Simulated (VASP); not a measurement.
# Driving VASP from ASE on ZrB2, part 3 of 3

Do ASE scripts that read ZrB2 from different structure formats give one answer, and do several routes find one equilibrium volume? All runs use PBEsol. Left out of this account: 1 further run (fields: a reference on another mesh). The start is a cell from a database of measured crystal structures.

VASP 6.6.1; PBEsol; plane waves and PAW (Zr_sv, B).

So far. Step 4 (Relaxing cell and atoms (PBEsol, through ASE)): It ends with forces that vanish by symmetry and a pressure of 0.07 GPa. Step 5 (Equation of state by an ASE loop (PBEsol)): The fitted volume lies +0.07 % from the relaxed one.

## Step 6: BFGS in ASE (PBEsol)

Here ASE drives the relaxation and calls VASP for forces and stress at each step.

The input, run.py:

```python
import numpy as np
from ase.calculators.vasp import Vasp
from ase import Atoms
from ase.optimize import BFGS
from ase.filters import FrechetCellFilter

atoms = Atoms(['Zr', 'B', 'B'],
              cell=[[3.17, 0.0, 0.0], [-1.585, 2.74530053, 0.0], [0.0, 0.0, 3.533]],
              scaled_positions=[[0.0, 0.0, 0.0], [0.33333333, 0.66666667, 0.5], [0.66666667, 0.33333333, 0.5]],
              pbc=True)

calc = Vasp(
    xc='pbesol',
    pp='PBE',
    prec='Accurate',
    encut=420,
    ediff=1e-06,
    nelm=100,
    ismear=-1,
    sigma=0.05,
    lreal=False,
    algo='Normal',
    nbands=15,
    lasph=True,
    lorbit=11,
    lwave=False,
    lcharg=False,
    kpar=4,
    isif=2,
    pp_version='64',
    setups={'Zr': '_sv', 'B': ''},
    kpts=(11, 11, 9),
    gamma=True,
    txt='vasp.out',
)
atoms.calc = calc

BFGS(FrechetCellFilter(atoms)).run(fmax=0.02, steps=30)
print("cell (A, degrees):", np.round(atoms.cell.cellpar(), 4))
print("volume (A^3):", round(atoms.get_volume(), 4))
print("energy (eV):", round(atoms.get_potential_energy(), 6))
print("Fermi level (eV):", round(calc.get_fermi_level(), 4))
print("forces (eV/A):")
print(np.round(atoms.get_forces(), 4))
print("stress (GPa, Voigt, tension positive):", np.round(atoms.get_stress() * 160.21766, 3))
```

The projector-augmented-wave data sets are Zr_sv and B (PBE family, release 64).

Run with:

```console
> export ASE_VASP_COMMAND="mpirun -np 4 vasp_std"
> python run.py
```

The program printed:

```text
Step     Time          Energy          fmax
BFGS:    0 --:--:--      -26.399636        0.260446
BFGS:    1 --:--:--      -26.401786        0.208844
BFGS:    2 --:--:--      -26.405020        0.017721
cell (A, degrees): [  3.1542   3.1542   3.5125  90.      90.     120.    ]
volume (A^3): 30.2649
energy (eV): -26.404335
Fermi level (eV): 10.5355
forces (eV/A):
[[ 0.  0. -0.]
 [ 0.  0. -0.]
 [-0.  0.  0.]]
stress (GPa, Voigt, tension positive): [-0.235 -0.235  0.281 -0.    -0.     0.   ]
```

Wall time 31 s (4 MPI ranks of AMD EPYC 7R43, shared host); peak memory 0.47 GiB.

The INCAR that ASE wrote:

```
ENCUT = 420.000000
SIGMA = 0.050000
EDIFF = 1.00e-06
ALGO = Normal
GGA = PS
PREC = Accurate
ISIF = 2
ISMEAR = -1
KPAR = 4
LORBIT = 11
NBANDS = 15
NELM = 100
LASPH = .TRUE.
LCHARG = .FALSE.
LWAVE = .FALSE.
LREAL = .FALSE.
```

The KPOINTS that ASE wrote:

```
KPOINTS created by Atomic Simulation Environment
0
Gamma
11 11 9
0 0 0
```

vasp.out (the last of its runs):

```text
[... set-up lines as in an earlier step ...]
 entering main loop
       N       E                     dE             d eps       ncg     rms          rms(c)
DAV:   1     0.852550453107E+02    0.85255E+02   -0.86086E+03  2400   0.102E+03
DAV:   2    -0.254146479488E+02   -0.11067E+03   -0.10700E+03  3051   0.277E+02
DAV:   3    -0.289254804357E+02   -0.35108E+01   -0.34951E+01  3716   0.427E+01
DAV:   4    -0.289779480800E+02   -0.52468E-01   -0.52460E-01  2790   0.504E+00
DAV:   5    -0.289794531819E+02   -0.15051E-02   -0.15050E-02  3732   0.550E-01    0.230E+01
DAV:   6    -0.264587171671E+02    0.25207E+01   -0.57984E+00  2997   0.168E+01    0.951E+00
DAV:   7    -0.264091414640E+02    0.49576E-01   -0.72341E-01  3497   0.535E+00    0.331E+00
DAV:   8    -0.264098044118E+02   -0.66295E-03   -0.10825E-01  2908   0.278E+00    0.532E-01
DAV:   9    -0.264053900144E+02    0.44144E-02   -0.23704E-02  3013   0.118E+00    0.208E-01
DAV:  10    -0.264050191014E+02    0.37091E-03   -0.15824E-03  2816   0.375E-01    0.414E-02
DAV:  11    -0.264050222140E+02   -0.31126E-05   -0.75098E-05  3448   0.789E-02    0.113E-02
DAV:  12    -0.264050204134E+02    0.18006E-05   -0.32824E-06  2888   0.127E-02    0.586E-03
DAV:  13    -0.264050201708E+02    0.24261E-06   -0.58783E-07  1468   0.652E-03
   1 F= -.26405020E+02 E0= -.26404335E+02  d E =-.137105E-02
```

From OUTCAR (step 6):

```text
   ENCUT  =  420.0 eV  30.87 Ry    5.56 a.u.   5.27  5.27  5.87*2*pi/ulx,y,z

   NELECT =      18.0000    total number of electrons

 E-fermi :  10.5355

 k-point     1 :       0.0000    0.0000    0.0000
  band No.  band energies     occupation
    ...
      5      -2.1660      2.00000
      6       7.9442      2.00000
      7       7.9442      2.00000
      8       7.9471      2.00000
      9       8.2973      2.00000
     10      14.0663      0.00000
     11      14.0663      0.00000
     12      14.8862      0.00000
     13      14.8862      0.00000
     14      15.6105      0.00000
    ...

  Total        0.0443025      0.0443025     -0.0531616      0.0000000      0.0000000      0.0000000
  in kB        2.3453084      2.3453084     -2.8142928      0.0000000      0.0000000      0.0000000
  external PRESSURE =       0.6254413 kB  Pullay stress =       0.0000000 kB

 POSITION                                       TOTAL-FORCE (eV/Angst)
 -----------------------------------------------------------------------------------
      0.00000      0.00000      0.00000         0.000000      0.000000     -0.000000
     -0.00000      1.82110      1.75627         0.000000      0.000000     -0.000000
      1.57712      0.91055      1.75627        -0.000000      0.000000      0.000000
 -----------------------------------------------------------------------------------
    total drift:                                0.000000     -0.000000     -0.000000

  FREE ENERGIE OF THE ION-ELECTRON SYSTEM (eV)
  ---------------------------------------------------
  free  energy   TOTEN  =       -26.4050201708 eV

  energy  without entropy=      -26.4036491227  energy(sigma->0) =      -26.40433465

[... 3 parts as in an earlier step ...]

[... 13 further parts left out ...]
```

This step gave:

```
optimizer steps   : 2
volume after bfgs : 10.09 Å³/atom
```

## Step 7: The runs together

| run | atoms | mesh | energy (eV/atom) | pressure (GPa) |
| --- | --- | --- | --- | --- |
| ASE, structure read from an extended xyz file | 3 | 11×11×9 | -8.79964 | -3.763 |
| ASE, structure read from a CIF with its space group | 3 | 10×10×8 | -8.79742 | -3.718 |

## Step 8: Self-consistent run (PBEsol, through ASE), changed input

This run is made with a changed input; what comes of it follows.

run.py, as its differences from that of step 6:

```diff
@@ -3,4 +3,3 @@
 from ase import Atoms
-from ase.optimize import BFGS
-from ase.filters import FrechetCellFilter
+from ase.dft.bandgap import bandgap
 
@@ -17,3 +16,3 @@
     ediff=1e-06,
-    nelm=100,
+    nelm=77,
     ismear=-1,
@@ -21,3 +20,3 @@
     lreal=False,
-    algo='Normal',
+    algo='Damped',
     nbands=15,
@@ -29,2 +28,3 @@
     isif=2,
+    time=2.0,
     pp_version='64',
@@ -37,5 +37,2 @@
 
-BFGS(FrechetCellFilter(atoms)).run(fmax=0.02, steps=30)
-print("cell (A, degrees):", np.round(atoms.cell.cellpar(), 4))
-print("volume (A^3):", round(atoms.get_volume(), 4))
 print("energy (eV):", round(atoms.get_potential_energy(), 6))
@@ -45 +42,3 @@
 print("stress (GPa, Voigt, tension positive):", np.round(atoms.get_stress() * 160.21766, 3))
+gap, p1, p2 = bandgap(calc, direct=False)
+print("gap on the mesh (eV):", round(gap, 4))
```

The program printed:

```text
energy (eV): 289.96749
Fermi level (eV): 20.9028
forces (eV/A):
[[-0. -0.  0.]
 [-0.  0.  0.]
 [ 0. -0. -0.]]
stress (GPa, Voigt, tension positive): [ 145.586  145.586 1305.94    -0.      -0.      -0.   ]
gap on the mesh (eV): 0.0
```

Wall time 38 s (4 MPI ranks); peak memory 0.53 GiB.

The INCAR that ASE wrote:

```
ENCUT = 420.000000
SIGMA = 0.050000
TIME = 2.000000
EDIFF = 1.00e-06
ALGO = Damped
GGA = PS
PREC = Accurate
ISIF = 2
ISMEAR = -1
KPAR = 4
LORBIT = 11
NBANDS = 15
NELM = 77
LASPH = .TRUE.
LCHARG = .FALSE.
LWAVE = .FALSE.
LREAL = .FALSE.
```

ASE turned this into the KPOINTS:

```
KPOINTS created by Atomic Simulation Environment
0
Gamma
11 11 9
0 0 0
```

VASP's own log, vasp.out:

```text
[... set-up lines as in an earlier step ...]
 entering main loop
       N       E                     dE             d eps       ncg     rms           ort
DAV:   1     0.134118700271E+03    0.13412E+03   -0.85846E+03  1200   0.104E+03
DAV:   2    -0.125500243025E+02   -0.14667E+03   -0.13951E+03  1200   0.318E+02
DAV:   3    -0.272881499072E+02   -0.14738E+02   -0.14250E+02  1200   0.981E+01
DAV:   4    -0.287245911532E+02   -0.14364E+01   -0.14125E+01  1200   0.292E+01
[...]
DMP:  75     0.291223732128E+03   -0.82065E+02   -0.47843E+03  1200   0.239E+03  -0.162E+03
DMP:  76     0.373119218962E+03    0.81895E+02   -0.71067E+03  1200   0.355E+03  -0.217E+03
DMP:  77     0.289965169258E+03   -0.83154E+02   -0.53503E+03  1200   0.268E+03  -0.186E+03
 final diagonalization occupied
 -----------------------------------------------------------------------------
|                                                                             |
|           W    W    AA    RRRRR   N    N  II  N    N   GGGG   !!!           |
|           W    W   A  A   R    R  NN   N  II  NN   N  G    G  !!!           |
|           W    W  A    A  R    R  N N  N  II  N N  N  G       !!!           |
|           W WW W  AAAAAA  RRRRR   N  N N  II  N  N N  G  GGG   !            |
|           WW  WW  A    A  R   R   N   NN  II  N   NN  G    G                |
|           W    W  A    A  R    R  N    N  II  N    N   GGGG   !!!           |
|                                                                             |
|     The electronic self-consistency was not achieved in the given           |
|     number of steps (NELM). The forces and other quantities evaluated       |
|     might not be reliable so examine the results carefully. If you find     |
|     spurious results, we suggest increasing NELM, if you were close to      |
|     convergence or switching to a different ALGO or adjusting the           |
|     density mixing parameters otherwise.                                    |
|                                                                             |
 -----------------------------------------------------------------------------

   1 F= 0.28996517E+03 E0= 0.28996730E+03  d E =-.426569E-02
```

From OUTCAR (step 8):

```text
 k-point     1 :       0.0000    0.0000    0.0000
  band No.  band energies     occupation
    ...
      5      -3.1149      2.00000
      6      -1.6781      2.00000
      7      -0.8137      2.00000
      8       7.9799      2.00000
      9      19.7793      2.00000
     10      22.2033      0.00000
     11      19.3980      0.00000
     12      26.4471      0.00000
     13      33.0862      0.00000
     14      33.6747      0.00000
    ...

  Total      -27.9383291    -27.9383291   -250.6141365      0.0000000      0.0000000      0.0000000
  in kB    -1455.8553186  -1455.8553186 -13059.4038936      0.0000000      0.0000000      0.0000000
  external PRESSURE =   -5323.7048436 kB  Pullay stress =       0.0000000 kB

 POSITION                                       TOTAL-FORCE (eV/Angst)
 -----------------------------------------------------------------------------------
      0.00000      0.00000      0.00000        -0.000000     -0.000000      0.000000
     -0.00000      1.83020      1.76650        -0.000000      0.000000      0.000000
      1.58500      0.91510      1.76650         0.000000     -0.000000     -0.000000
 -----------------------------------------------------------------------------------
    total drift:                                0.000000     -0.000000     -0.000000

  FREE ENERGIE OF THE ION-ELECTRON SYSTEM (eV)
  ---------------------------------------------------
  free  energy   TOTEN  =       289.9651692584 eV

  energy  without entropy=      289.9694349479  energy(sigma->0) =      289.96730210

[... 8 parts as in an earlier step ...]

[... 11 further parts left out ...]
[key lines of the parts left out:]
E-fermi :  35.6901
```

EDIFF was not reached within NELM cycles, so the run counts as unconverged.

The fault in the input: damping step far too long (ALGO = "Damped" and TIME = 2.0). Lower TIME to 0.4 or under.

## Step 9: Summary of results

| Quantity | Value |
| --- | --- |
| energy, ASE, structure read from an extended xyz file | -8.79964 eV/atom |
| energy, ASE, structure read from a CIF with its space group | -8.79742 eV/atom |
| volume from VASP's own relaxation | 10.09 Å³/atom |
| volume from the fit of the ASE volume loop | 10.10 Å³/atom |
| volume from BFGS in ASE | 10.09 Å³/atom |

What this shows: With the structure read from a CIF with its space group, ASE's run differs from the first script by +2.2 meV an atom, which comes from its other mesh. The routes to the equilibrium volume agree within 0.07 %. VASP's relaxation keeps the plane waves of its start, while ASE starts VASP afresh at each cell, and a loop at fixed shape can't relax anything but the volume.

[Lines on the potential files, build, host, timing and source positions are cut from VASP's logs without a mark.]

[Logs are printed without paths, hosts, clocks, repeated set-up lines and the standing remarks that a program may print on its own settings, such as how far it seeks lower states.]

[Hosts, paths, dates, database ids (printed as entryN), source tags and the programs' standing remarks are cut or masked in the printed files.]

[A measured line is paired with the nearest computed mode of its activity, which favours agreement.]
